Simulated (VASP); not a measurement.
# Hf7BO16 (a cell with a defect) in VASP: settings compared, part 2 of 2

VASP 6.6.1. Earlier steps stand in the parts before.

### Step 3. Electric field gradients, r2SCAN

POSCAR reads:

```
Hf7BO16
1.0
    0.0000000000      5.1150000000      5.1150000000
    5.1150000000      0.0000000000      5.1150000000
    5.1150000000      5.1150000000      0.0000000000
B Hf O
1 7 16
Direct
    0.0000000000      0.0000000000      0.0000000000
    0.0000000000      0.0000000000      0.5000000000
    0.0000000000      0.5000000000      0.0000000000
    0.0000000000      0.5000000000      0.5000000000
    0.5000000000      0.0000000000      0.0000000000
    0.5000000000      0.0000000000      0.5000000000
    0.5000000000      0.5000000000      0.0000000000
    0.5000000000      0.5000000000      0.5000000000
    0.1234652343      0.1234652343      0.1234652343
    0.1234652343      0.1234652343      0.6296042971
    0.1234652343      0.6296042971      0.1234652343
    0.1255024825      0.6248325058      0.6248325058
    0.6296042971      0.1234652343      0.1234652343
    0.6248325058      0.1255024825      0.6248325058
    0.6248325058      0.6248325058      0.1255024825
    0.6248325058      0.6248325058      0.6248325058
    0.3751674942      0.3751674942      0.3751674942
    0.3751674942      0.3751674942      0.8744975175
    0.3751674942      0.8744975175      0.3751674942
    0.3703957029      0.8765347657      0.8765347657
    0.8744975175      0.3751674942      0.3751674942
    0.8765347657      0.3703957029      0.8765347657
    0.8765347657      0.8765347657      0.3703957029
    0.8765347657      0.8765347657      0.8765347657
```

INCAR.step1 reads:

```
SYSTEM = Hf7BO16
  PREC = Accurate
  ENCUT = 520
  ISMEAR = -1
  SIGMA = 0.01
  LREAL = Auto
  LASPH = .True.
  NELM = 100
  NELECT = 170.0
  NBANDS = 102
  GGA = PE
  ALGO = Normal
  EDIFF = 1E-4
  LWAVE = .True.
  LCHARG = .False.
```

INCAR.step2 reads:

```
SYSTEM = Hf7BO16
  PREC = Accurate
  ENCUT = 520
  EDIFF = 1E-8
  ISMEAR = -1
  SIGMA = 0.01
  LREAL = Auto
  LASPH = .True.
  NELM = 100
  ALGO = Normal
  ISIF = 2
  LWAVE = .False.
  LCHARG = .False.
  METAGGA = R2SCAN
  LMIXTAU = .True.
  LEFG = .True.
  NELECT = 170.0
  NBANDS = 102
  ISTART = 1
```

KPOINTS reads:

```
Automatic mesh
0
Gamma
  3 3 3
  0 0 0
```

Potentials or basis: VASP PAW PBE potentials, release 64 (B, Hf_pv, O).

Run with:

```bash
> cat potpaw_PBE.64/B/POTCAR potpaw_PBE.64/Hf_pv/POTCAR potpaw_PBE.64/O/POTCAR > POTCAR
> cp INCAR.step1 INCAR
> mpirun -np 1 vasp_std > vasp.out
> cp INCAR.step2 INCAR
> mpirun -np 1 vasp_std > vasp.out
```

OUTCAR:

```text
SYSTEM = Hf7BO16
   PREC = Accurate
   ENCUT = 520
   EDIFF = 1E-8
   ISMEAR = -1
   LREAL = Auto
   LASPH = .True.
   NELM = 100
   ISIF = 2
   METAGGA = R2SCAN
   NELECT = 170.0
   ISTART = 1

 ion  position               nearest neighbor table
   1  0.000  0.000  0.000-
   2  0.000  0.000  0.500-  19 2.22  21 2.22  12 2.22  14 2.22   9 2.22  10 2.22  23 2.22  24 2.22
                             4 3.62   6 3.62   3 3.62   5 3.62   3 3.62   4 3.62   8 3.62   5 3.62
   3  0.000  0.500  0.000-  12 2.22  15 2.22  18 2.22  21 2.22   9 2.22  11 2.22  22 2.22  24 2.22
                             4 3.62   7 3.62   2 3.62   4 3.62   8 3.62   2 3.62   5 3.62   5 3.62
   4  0.000  0.500  0.500-  21 2.22  12 2.22  17 2.22  16 2.22  10 2.22  11 2.22  22 2.22  23 2.22
                             8 3.62   2 3.62   3 3.62   3 3.62   7 3.62   2 3.62   6 3.62   6 3.62
   5  0.500  0.000  0.000-  14 2.22  15 2.22  18 2.22  19 2.22   9 2.22  13 2.22  20 2.22  24 2.22
                             6 3.62   7 3.62   2 3.62   6 3.62   8 3.62   3 3.62   7 3.62   8 3.62
   6  0.500  0.000  0.500-  19 2.22  14 2.22  17 2.22  16 2.22  10 2.22  13 2.22  20 2.22  23 2.22
                             8 3.62   2 3.62   5 3.62   5 3.62   7 3.62   4 3.62   7 3.62   8 3.62
   7  0.500  0.500  0.000-  18 2.22  15 2.22  17 2.22  16 2.22  11 2.22  13 2.22  20 2.22  22 2.22
                             8 3.62   3 3.62   5 3.62   4 3.62   6 3.62   8 3.62   5 3.62   6 3.62
   8  0.500  0.500  0.500-  16 2.21  17 2.21  15 2.21  12 2.21  14 2.21  18 2.21  19 2.21  21 2.21
                             7 3.62   4 3.62   6 3.62   3 3.62   5 3.62   7 3.62   2 3.62   5 3.62
   9  0.123  0.123  0.123-   2 2.22   3 2.22   5 2.22
  10  0.123  0.123  0.630-   2 2.22   4 2.22   6 2.22
  11  0.123  0.630  0.123-   3 2.22   4 2.22   7 2.22
  12  0.126  0.625  0.625-   8 2.21   4 2.22   3 2.22   2 2.22
  13  0.630  0.123  0.123-   5 2.22   6 2.22   7 2.22
  14  0.625  0.126  0.625-   8 2.21   6 2.22   5 2.22   2 2.22
  15  0.625  0.625  0.126-   8 2.21   7 2.22   3 2.22   5 2.22
  16  0.625  0.625  0.625-   8 2.21   6 2.22   7 2.22   4 2.22
  17  0.375  0.375  0.375-   8 2.21   6 2.22   7 2.22   4 2.22
  18  0.375  0.375  0.874-   8 2.21   7 2.22   3 2.22   5 2.22
  19  0.375  0.874  0.375-   8 2.21   6 2.22   2 2.22   5 2.22
  20  0.370  0.877  0.877-   5 2.22   6 2.22   7 2.22
  21  0.874  0.375  0.375-   8 2.21   4 2.22   2 2.22   3 2.22
  22  0.877  0.370  0.877-   3 2.22   4 2.22   7 2.22
  23  0.877  0.877  0.370-   2 2.22   4 2.22   6 2.22
  24  0.877  0.877  0.877-   2 2.22   3 2.22   5 2.22

  LATTYP: Found a face centered cubic cell.
 ALAT       =    10.2300000000

  Lattice vectors:

 A1 = (   0.0000000000,   5.1150000000,   5.1150000000)
 A2 = (   5.1150000000,   0.0000000000,   5.1150000000)
 A3 = (   5.1150000000,   5.1150000000,   0.0000000000)

Analysis of symmetry for initial positions (statically):
=====================================================================
 Subroutine PRICEL returns:
 Original cell was already a primitive cell.

 Routine SETGRP: Setting up the symmetry group for a
 face centered cubic supercell.

 Subroutine GETGRP returns: Found 48 space group operations
 (whereof 48 operations were pure point group operations)
 out of a pool of 48 trial point group operations.

The static configuration has the point symmetry O_h .

Analysis of symmetry for dynamics (positions and initial velocities):
=====================================================================
[... 176 lines left out ...]
  ext. energy  EPLUGINS =         0.00000000
  ---------------------------------------------------
  free energy    TOTEN  =      -490.64081792 eV

  energy without entropy =     -490.64081792  energy(sigma->0) =     -490.64081792

 E-fermi :   4.0240     XC(G=0): -12.2500

 val. band max:        3.7153154585   @ k =   0.0000   0.0000   0.0000
 cond. band min:       4.6424698401   @ k =   0.0000   0.0000   0.0000
 fundamental gap:      0.9271543815
 Fermi energy:         4.0240046953

 k-point     1 :       0.0000    0.0000    0.0000
  band No.  band energies     occupation
      1     -28.1545      2.00000
      2     -28.1545      2.00000
      3     -28.1545      2.00000
      4     -27.9620      2.00000
      5     -27.8379      2.00000
      6     -27.8379      2.00000
[... 389 lines left out ...]
     96       8.4009      0.00000
     97       8.5248      0.00000
 [bands above 97 left out]

------------------------ aborting loop because EDIFF is reached ----------------------------------------

  FORCE on cell =-STRESS in cart. coord.  units (eV):
  Direction    XX          YY          ZZ          XY          YZ          ZX
  --------------------------------------------------------------------------------------
  -------------------------------------------------------------------------------------
  Total      -19.4768677    -19.4768677    -19.4768677     -0.0000000     -0.0000000     -0.0000000
  in kB     -116.5903987   -116.5903987   -116.5903987     -0.0000000     -0.0000000     -0.0000000
  external PRESSURE =    -116.5903987 kB  Pullay stress =       0.0000000 kB

 VOLUME and BASIS-vectors are now :
 -----------------------------------------------------------------------------
  energy-cutoff  :      520.00
  volume of cell :      267.65
      direct lattice vectors                 reciprocal lattice vectors
     0.000000000  5.115000000  5.115000000    -0.097751711  0.097751711  0.097751711
     5.115000000  0.000000000  5.115000000     0.097751711 -0.097751711  0.097751711
     5.115000000  5.115000000  0.000000000     0.097751711  0.097751711 -0.097751711

 POSITION                                       TOTAL-FORCE (eV/Angst)
 -----------------------------------------------------------------------------------
      0.00000      0.00000      0.00000         0.000000      0.000000      0.000000
      2.55750      2.55750      0.00000         0.000000      0.000000      0.000000
      2.55750      0.00000      2.55750         0.000000      0.000000      0.000000
      5.11500      2.55750      2.55750         0.000000      0.000000      0.000000
      0.00000      2.55750      2.55750         0.000000      0.000000      0.000000
      2.55750      5.11500      2.55750         0.000000      0.000000      0.000000
[... 16 lines left out ...]
      6.37805      6.37805      8.96695         0.130338      0.130338     -0.130338
      8.96695      8.96695      8.96695        -0.130338     -0.130338     -0.130338
 -----------------------------------------------------------------------------------
    total drift:                               -0.000000     -0.000000     -0.000000

  FREE ENERGIE OF THE ION-ELECTRON SYSTEM (eV)
  ---------------------------------------------------
  free  energy   TOTEN  =      -490.6408179172 eV

  energy  without entropy=     -490.6408179172  energy(sigma->0) =     -490.64081792

 Electric field gradients (V/A^2)
---------------------------------------------------------------------
 ion       V_xx      V_yy      V_zz      V_xy      V_xz      V_yz
---------------------------------------------------------------------
   1      -0.000     0.000     0.000     0.000     0.000     0.000
   2      -9.578    -9.578    19.156   -36.103    -0.000    -0.000
   3      -9.578    19.156    -9.578    -0.000   -36.103    -0.000
   4      19.156    -9.578    -9.578    -0.000    -0.000    36.102
   5      19.156    -9.578    -9.578    -0.000    -0.000   -36.103
   6      -9.578    19.156    -9.578    -0.000    36.102    -0.000
[... 16 lines left out ...]
  23       0.000     0.000    -0.000    22.676   -22.672   -22.672
  24       0.000     0.000     0.000    22.677    22.677    22.677
---------------------------------------------------------------------

 Electric field gradients after diagonalization (V/A^2)
 (convention: |V_zz| > |V_xx| > |V_yy|)
----------------------------------------------------------------------
 ion       V_xx      V_yy      V_zz     asymmetry (V_yy - V_xx)/ V_zz
----------------------------------------------------------------------
   1      -0.000    -0.000     0.001       0.000
   2      26.525    19.156   -45.681       0.161
   3      26.525    19.156   -45.681       0.161
   4      26.524    19.156   -45.680       0.161
   5      26.525    19.156   -45.681       0.161
   6      26.524    19.156   -45.680       0.161
[... 16 lines left out ...]
  23     -22.676   -22.671    45.347       0.000
  24     -22.677   -22.677    45.353       0.000
----------------------------------------------------------------------

           NMR quadrupolar parameters

 Cq : quadrupolar parameter    Cq=e*Q*V_zz/h
 eta: asymmetry parameters     (V_yy - V_xx)/ V_zz
 Q  : nuclear electric quadrupole moment in mb (millibarn)
----------------------------------------------------------------------
 ion       Cq(MHz)       eta       Q (mb)
----------------------------------------------------------------------
   1       0.000       0.000       1.000
   2      -0.110       0.161       1.000
   3      -0.110       0.161       1.000
   4      -0.110       0.161       1.000
   5      -0.110       0.161       1.000
   6      -0.110       0.161       1.000
[... 16 lines left out ...]
  23       0.110       0.000       1.000
  24       0.110       0.000       1.000
----------------------------------------------------------------------
```

Wall time 17 min (1 thread of Intel Xeon 6975P-C (Granite Rapids), shared host); peak memory 0.49 GiB.

What came out:

```
Free energy            : -490.6408 eV
Largest force          : 0.226 eV/Å
Band gap on the k mesh : 0.93 eV, direct
```

Forces in eV/Å, atoms in the order of the input:
```
B    0.000  0.000  0.000
Hf   0.000  0.000  0.000
Hf   0.000  0.000  0.000
Hf   0.000  0.000  0.000
Hf   0.000  0.000  0.000
Hf   0.000  0.000  0.000
Hf   0.000  0.000  0.000
Hf   0.000  0.000  0.000
O    0.130  0.130  0.130
O   -0.130 -0.130  0.130
O   -0.130  0.130 -0.130
O    0.008 -0.008 -0.008
O    0.130 -0.130 -0.130
O   -0.008  0.008 -0.008
O   -0.008 -0.008  0.008
O    0.008  0.008  0.008
O   -0.008 -0.008 -0.008
O    0.008  0.008 -0.008
O    0.008 -0.008  0.008
O   -0.130  0.130  0.130
O   -0.008  0.008  0.008
O    0.130 -0.130  0.130
O    0.130  0.130 -0.130
O   -0.130 -0.130 -0.130
```

Electric field gradients, principal values (V/Å²):
| atom | Vxx | Vyy | Vzz |
| --- | --- | --- | --- |
| 1 B | 0.000 | 0.000 | 0.001 |
| 2 Hf | 19.156 | 26.525 | -45.681 |
| 3 Hf | 19.156 | 26.525 | -45.681 |
| 4 Hf | 19.156 | 26.524 | -45.680 |
| 5 Hf | 19.156 | 26.525 | -45.681 |
| 6 Hf | 19.156 | 26.524 | -45.680 |
| 7 Hf | 19.156 | 26.524 | -45.680 |
| 8 Hf | 0.000 | 0.000 | -0.001 |
| 9 O | -22.677 | -22.677 | 45.353 |
| 10 O | -22.671 | -22.676 | 45.347 |
| 11 O | -22.671 | -22.676 | 45.347 |
| 12 O | -4.067 | -4.073 | 8.140 |
| 13 O | -22.671 | -22.676 | 45.347 |
| 14 O | -4.067 | -4.073 | 8.140 |
| 15 O | -4.067 | -4.073 | 8.140 |
| 16 O | -4.073 | -4.073 | 8.146 |
| 17 O | -4.073 | -4.073 | 8.146 |
| 18 O | -4.067 | -4.073 | 8.140 |
| 19 O | -4.067 | -4.073 | 8.140 |
| 20 O | -22.671 | -22.676 | 45.347 |
| 21 O | -4.067 | -4.073 | 8.140 |
| 22 O | -22.671 | -22.676 | 45.347 |
| 23 O | -22.671 | -22.676 | 45.347 |
| 24 O | -22.677 | -22.677 | 45.353 |

Caveat: the cell carries a net charge on a neutralising background, which shifts energy and pressure; the cell is charged against a uniform background, so pressure and absolute levels hang on convention; the PAW data sets were made with another functional, which shifts forces and pressure a little; spin-orbit coupling is left out, which moves the levels of the heavy elements.
